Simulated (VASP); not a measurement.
Output of a VASP run:

### OSZICAR
```
       N       E                     dE             d eps       ncg     rms          rms(c)
DAV:   1     0.104568913625E+03    0.10457E+03   -0.75564E+03  2360   0.177E+03
DAV:   2     0.219211027299E+01   -0.10238E+03   -0.98355E+02  2430   0.377E+02
DAV:   3    -0.983008757233E+01   -0.12022E+02   -0.11847E+02  2772   0.111E+02
DAV:   4    -0.102033829389E+02   -0.37330E+00   -0.37193E+00  2676   0.201E+01
DAV:   5    -0.102138485250E+02   -0.10466E-01   -0.10455E-01  2952   0.310E+00    0.419E+00
DAV:   6    -0.996577152612E+01    0.24808E+00   -0.38606E-01  3258   0.141E+01    0.251E+00
DAV:   7    -0.992871264011E+01    0.37059E-01   -0.16109E-01  2770   0.336E+00    0.104E+00
DAV:   8    -0.992635132096E+01    0.23613E-02   -0.27568E-02  2836   0.303E+00    0.260E-01
DAV:   9    -0.992608205522E+01    0.26927E-03   -0.28408E-03  2968   0.126E+00    0.134E-01
DAV:  10    -0.992616587030E+01   -0.83815E-04   -0.50141E-04  3378   0.282E-01    0.319E-02
DAV:  11    -0.992619840462E+01   -0.32534E-04   -0.25023E-04  3144   0.318E-01    0.150E-02
DAV:  12    -0.992619033451E+01    0.80701E-05   -0.33462E-05  2950   0.103E-01    0.811E-03
DAV:  13    -0.992619059920E+01   -0.26469E-06   -0.25317E-06  2384   0.155E-02
   1 F= -.99261906E+01 E0= -.99261906E+01  d E =-.495131E-13  mag=     0.0000     0.0000     0.0000
       N       E                     dE             ncg
       N       E                     dE             ncg
```

**OUTCAR**
```
------------------------ aborting loop because EDIFF is reached ----------------------------------------
  FORCE on cell =-STRESS in cart. coord.  units (eV):
  Direction    XX          YY          ZZ          XY          YZ          ZX
  --------------------------------------------------------------------------------------
  Total       -0.0622181     -0.0622181     -0.0622181     -0.0000000     -0.0000000     -0.0000000
  in kB       -2.4865315     -2.4865315     -2.4865315     -0.0000000     -0.0000000     -0.0000000
  external PRESSURE =      -2.4865315 kB  Pullay stress =       0.0000000 kB
  volume of cell :       40.09
      direct lattice vectors                 reciprocal lattice vectors
     0.000000000  2.716445735  2.716445735    -0.184064049  0.184064049  0.184064049
     2.716445735  0.000000000  2.716445735     0.184064049 -0.184064049  0.184064049
     2.716445735  2.716445735  0.000000000     0.184064049  0.184064049 -0.184064049
  FREE ENERGIE OF THE ION-ELECTRON SYSTEM (eV)
  ---------------------------------------------------
  free  energy   TOTEN  =        -9.9261905992 eV

  energy  without entropy=       -9.9261905992  energy(sigma->0) =       -9.92619060

 Ion:    1  E_soc:     -0.0118613

 Ion:    2  E_soc:     -0.0008899
```
(Selected blocks of OUTCAR.)

File POSCAR:
```
GaP
1
   -0.0000000000     2.7164457347     2.7164457347
    2.7164457347     0.0000000000     2.7164457347
    2.7164457347     2.7164457347     0.0000000000
Ga P
1 1
Direct
  0.0000000000   0.0000000000   0.0000000000
  0.2500000000   0.2500000000   0.2500000000
```

**Question.** Reconstruct the remaining input files.

**Answer.** This is not unique; one that fits is the input of the run itself, PBEsol GGA with spin-orbit coupling, plane waves, VASP's PBE PAW potentials (set 64).

**INCAR**
```
! general
SYSTEM     = GaP
PREC       = Accurate
ENCUT      = 400
LREAL      = .FALSE.
LASPH      = .TRUE.   ! aspherical one-centre terms

! electronic loop
EDIFF      = 1E-6   ! SCF stop (eV)
NELM       = 100   ! most electronic steps
ALGO       = Normal
LMAXMIX    = 4   ! l cut-off of mixed one-centre charges

! smearing
ISMEAR     = 0   ! Gaussian
SIGMA      = 0.05

! functional
GGA        = PS   ! PBEsol
GGA_COMPAT = .FALSE.

! spin
MAGMOM     = 0 0 0 0 0 0
LSORBIT    = .TRUE.

! output
LWAVE      = .FALSE.
LCHARG     = .FALSE.
```

**KPOINTS_OPT**
```
k-points along high-symmetry lines
8
Line-mode
Reciprocal
  0.000000   0.000000   0.000000 ! GAMMA
 -0.500000  -0.500000   0.000000 ! X

 -0.500000  -0.500000   0.000000 ! X
 -0.375000  -0.375000   0.250000 ! U

 -0.375000  -0.000000   0.375000 ! K
  0.000000   0.000000   0.000000 ! GAMMA

  0.000000   0.000000   0.000000 ! GAMMA
 -0.000000   0.000000   0.500000 ! L

 -0.000000   0.000000   0.500000 ! L
 -0.500000  -0.250000   0.250000 ! W

 -0.500000  -0.250000   0.250000 ! W
 -0.500000  -0.500000   0.000000 ! X
```

### KPOINTS
```
Regular mesh
0
Gamma
 8 8 8
```

POTCAR, in this order: Ga_d P (PBE.64 set). Program: vasp_ncl.

The compound is GaP in the zinc blende structure. It was relaxed first.
